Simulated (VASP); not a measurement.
Output of a VASP run:

**OUTCAR**
```
 ion  position               nearest neighbor table
   1  0.227  0.227  0.227-   2 2.52   2 2.52   2 2.52
   2  0.773  0.773  0.773-   1 2.52   1 2.52   1 2.52
  LATTYP: Found a trigonal (rhomboedric) cell.
 ALAT       =     4.1327326520
 COS(alpha) =     0.5861231962
 Subroutine PRICEL returns:
 Original cell was already a primitive cell.
 Subroutine GETGRP returns: Found 12 space group operations
The static configuration has the point symmetry D_3d.
The dynamic configuration has the point symmetry D_3d.
 Subroutine INISYM returns: Found 12 space group operations
 Subroutine IBZKPT returns following result:
 Found    146 irreducible k-points:

 Following reciprocal coordinates:
            Coordinates               Weight
  0.000000  0.000000  0.000000      1.000000
  0.090909  0.000000 -0.000000      6.000000
  0.181818  0.000000  0.000000      6.000000
  0.272727 -0.000000 -0.000000      6.000000
  0.363636  0.000000 -0.000000      6.000000
  0.454545 -0.000000 -0.000000      6.000000
  0.090909  0.090909 -0.000000      6.000000
  0.181818  0.090909 -0.000000     12.000000
  0.272727  0.090909 -0.000000     12.000000
  0.363636  0.090909 -0.000000     12.000000
  0.454545  0.090909 -0.000000     12.000000
 -0.454545  0.090909  0.000000     12.000000
 -0.363636  0.090909  0.000000     12.000000
 -0.272727  0.090909  0.000000     12.000000
 -0.181818  0.090909 -0.000000     12.000000
 -0.090909  0.090909  0.000000      6.000000
  0.181818  0.181818 -0.000000      6.000000
  0.272727  0.181818 -0.000000     12.000000
  0.363636  0.181818 -0.000000     12.000000
  0.454545  0.181818 -0.000000     12.000000
 -0.454545  0.181818  0.000000     12.000000
 -0.363636  0.181818  0.000000     12.000000
 -0.272727  0.181818  0.000000     12.000000
 -0.181818  0.181818  0.000000      6.000000
  0.272727  0.272727 -0.000000      6.000000
  0.363636  0.272727 -0.000000     12.000000
  0.454545  0.272727  0.000000     12.000000
 -0.454545  0.272727  0.000000     12.000000
 -0.363636  0.272727  0.000000     12.000000
 -0.272727  0.272727  0.000000      6.000000
  0.363636  0.363636 -0.000000      6.000000
  0.454545  0.363636 -0.000000     12.000000
 -0.454545  0.363636  0.000000     12.000000
 -0.363636  0.363636  0.000000      6.000000
  0.454545  0.454545 -0.000000      6.000000
 -0.454545  0.454545  0.000000      6.000000
  0.090909  0.090909  0.090909      2.000000
  0.181818  0.090909  0.090909      6.000000
  0.272727  0.090909  0.090909      6.000000
  0.363636  0.090909  0.090909      6.000000
   k-points           NKPTS =    146   k-points in BZ     NKDIM =    146   number of bands    NBANDS=      9
   number of dos      NEDOS =    301   number of ions     NIONS =      2
   total plane-waves  NPLWV =  21952
   dimension x,y,z NGX =    28 NGY =   28 NGZ =   28
   dimension x,y,z NGXF=    56 NGYF=   56 NGZF=   56
   ions per type =               2
   PREC   = accura    normal or accurate (medium, high low for compatibility)
   ISTART =      0    job   : 0-new  1-cont  2-samecut
   ICHARG =      2    charge: 1-file 2-atom 10-const
   ISPIN  =      1    spin polarized calculation?
   LNONCOLLINEAR =      F non collinear calculations
   LSORBIT =      F    spin-orbit coupling
   INIWAV =      1    electr: 0-lowe 1-rand  2-diag
   ENCUT  =  400.0 eV  29.40 Ry    5.42 a.u.   6.74  6.74  6.74*2*pi/ulx,y,z
   NELM   =    100;   NELMIN=  2; NELMDL= -5     # of ELM steps
   EDIFF  = 0.1E-05   stopping-criterion for ELM
   LREAL  =      F    real-space projection
   NLSPLINE    = F    spline interpolate recip. space projectors
   LMAXMIX     =    4 max onsite mixed and CHGCAR
   VOSKOWN=      0    Vosko Wilk Nusair interpolation
   EDIFFG = -.1E-01   stopping-criterion for IOM
   NSW    =     60    number of steps for IOM
   NBLOCK =      1;   KBLOCK =     60    inner block; outer block
...
```

File OSZICAR:
```
...
DAV:   4    -0.934465129626E+01    0.54361E-05   -0.69912E-05  2763   0.702E-02    0.508E-02
DAV:   5    -0.934464501369E+01    0.62826E-05   -0.14849E-05  2965   0.297E-02    0.908E-03
DAV:   6    -0.934464478039E+01    0.23331E-06   -0.15036E-06  2172   0.963E-03
   3 F= -.93446448E+01 E0= -.93446462E+01  d E =-.206213E-01
       N       E                     dE             d eps       ncg     rms          rms(c)
DAV:   1    -0.934529416164E+01   -0.64915E-03   -0.15555E-02  2770   0.792E-01    0.522E-02
DAV:   2    -0.934522748138E+01    0.66680E-04   -0.49956E-04  2890   0.159E-01    0.342E-02
DAV:   3    -0.934517471161E+01    0.52770E-04   -0.12193E-04  3149   0.654E-02    0.764E-03
DAV:   4    -0.934517455990E+01    0.15172E-06   -0.25583E-06  2796   0.121E-02
   4 F= -.93451746E+01 E0= -.93451980E+01  d E =-.529780E-03
       N       E                     dE             d eps       ncg     rms          rms(c)
DAV:   1    -0.934531304984E+01   -0.13834E-03   -0.68248E-03  2771   0.525E-01    0.344E-02
DAV:   2    -0.934528375402E+01    0.29296E-04   -0.21633E-04  2906   0.105E-01    0.224E-02
DAV:   3    -0.934526069108E+01    0.23063E-04   -0.53460E-05  3159   0.433E-02    0.513E-03
DAV:   4    -0.934526066431E+01    0.26776E-07   -0.10961E-06  1770   0.812E-03
   5 F= -.93452607E+01 E0= -.93452999E+01  d E =-.615884E-03
       N       E                     dE             d eps       ncg     rms          rms(c)
DAV:   1    -0.934526232290E+01   -0.16318E-05   -0.55658E-05  2741   0.476E-02    0.319E-03
DAV:   2    -0.934526208234E+01    0.24056E-06   -0.18475E-06  2623   0.966E-03
   6 F= -.93452621E+01 E0= -.93452999E+01  d E =-.617302E-03
       N       E                     dE             d eps       ncg     rms          rms(c)
DAV:   1    -0.934526145894E+01    0.86396E-06   -0.10043E-04  2798   0.640E-02    0.439E-03
DAV:   2    -0.934526094197E+01    0.51697E-06   -0.33883E-06  2862   0.131E-02
   7 F= -.93452609E+01 E0= -.93452968E+01  d E =-.616162E-03
       N       E                     dE             d eps       ncg     rms          rms(c)
DAV:   1    -0.934526189005E+01   -0.43111E-06   -0.29189E-05  2693   0.340E-02    0.209E-03
DAV:   2    -0.934526178775E+01    0.10230E-06   -0.70813E-07  1363   0.623E-03
   8 F= -.93452618E+01 E0= -.93452985E+01  d E =-.617007E-03
       N       E                     dE             d eps       ncg     rms          rms(c)
DAV:   1    -0.934530388619E+01   -0.41996E-04   -0.13162E-03  2647   0.209E-01    0.165E-02
DAV:   2    -0.934529757846E+01    0.63077E-05   -0.43171E-05  2687   0.479E-02    0.934E-03
DAV:   3    -0.934529354624E+01    0.40322E-05   -0.13501E-05  2913   0.212E-02    0.200E-03
DAV:   4    -0.934529357067E+01   -0.24427E-07   -0.56050E-07  1339   0.577E-03
   9 F= -.93452936E+01 E0= -.93453262E+01  d E =-.317829E-04
       N       E                     dE             d eps       ncg     rms          rms(c)
DAV:   1    -0.934545336785E+01   -0.15982E-03   -0.11851E-02  2649   0.626E-01    0.494E-02
DAV:   2    -0.934539688632E+01    0.56482E-04   -0.38264E-04  2720   0.142E-01    0.279E-02
DAV:   3    -0.934536172734E+01    0.35159E-04   -0.12011E-04  2886   0.632E-02    0.600E-03
DAV:   4    -0.934536197934E+01   -0.25200E-06   -0.52366E-06  2737   0.173E-02
  10 F= -.93453620E+01 E0= -.93453823E+01  d E =-.100192E-03
```

**OUTCAR**
```
------------------------ aborting loop because EDIFF is reached ----------------------------------------
  FORCE on cell =-STRESS in cart. coord.  units (eV):
  Direction    XX          YY          ZZ          XY          YZ          ZX
  --------------------------------------------------------------------------------------
  Total        0.0107840     -0.0057712     -0.0041941     -0.0000000      0.0000000      0.0051098
  in kB        0.3837916     -0.2053903     -0.1492621     -0.0000000      0.0000000      0.1818509
  external PRESSURE =       0.0097131 kB  Pullay stress =       0.0000000 kB
  volume of cell :       45.02
      direct lattice vectors                 reciprocal lattice vectors
     3.727586735 -1.910457261 -0.003827765     0.134015130 -0.261717449 -0.116772560
     3.727586735  1.910457261 -0.003827765     0.134015130  0.261717449 -0.116772560
     2.751688580  0.000000000  3.158001356     0.000324875  0.000000000  0.316372899
 POSITION                                       TOTAL-FORCE (eV/Angst)
 -----------------------------------------------------------------------------------
      2.31779      0.00000      0.71539        -0.005104     -0.000000     -0.001575
      7.88907      0.00000      2.43496         0.005104      0.000000      0.001575
 -----------------------------------------------------------------------------------
    total drift:                                0.000000      0.000000     -0.000000
  FREE ENERGIE OF THE ION-ELECTRON SYSTEM (eV)
  ---------------------------------------------------
  free  energy   TOTEN  =        -9.3453619793 eV

  energy  without entropy=       -9.3454230860  energy(sigma->0) =       -9.34538235

 reached required accuracy - stopping structural energy minimisation
```
(Selected blocks of OUTCAR.)

### POSCAR
```
As
1
    3.6803640000    -1.8800000000     0.0000000000
    3.6803640000     1.8800000000     0.0000000000
    2.7200240000     0.0000000000     3.1114220000
As
2
Direct
  0.2270000000   0.2270000000   0.2270000000
  0.7730000000   0.7730000000   0.7730000000
```

Problem. Write an INCAR and KPOINTS that could have produced this output.

Solution. This is not unique; one that fits is the input of the run itself, PBE GGA, plane waves, VASP's PBE PAW potentials (set 64).

**KPOINTS**
```
Automatic mesh
0
Gamma
11 11 11
0 0 0
```

**INCAR**
```
SYSTEM = As
PREC = Accurate
ENCUT = 400
EDIFF = 1E-6
NELM = 100
ALGO = Normal
LREAL = .FALSE.
LASPH = .TRUE.
ISMEAR = 1
SIGMA = 0.1
GGA = PE
LMAXMIX = 4
LWAVE = .FALSE.
LCHARG = .FALSE.
IBRION = 2
ISIF = 3
NSW = 60
EDIFFG = -0.01
```

POTCAR, in this order: As (PBE.64 set). Program: vasp_std.

Energy and stress use the plane-wave basis of the starting cell.

The compound is As in the a7 structure. This run relaxes it. Symmetry was kept, so distortions that lower it aren't found.
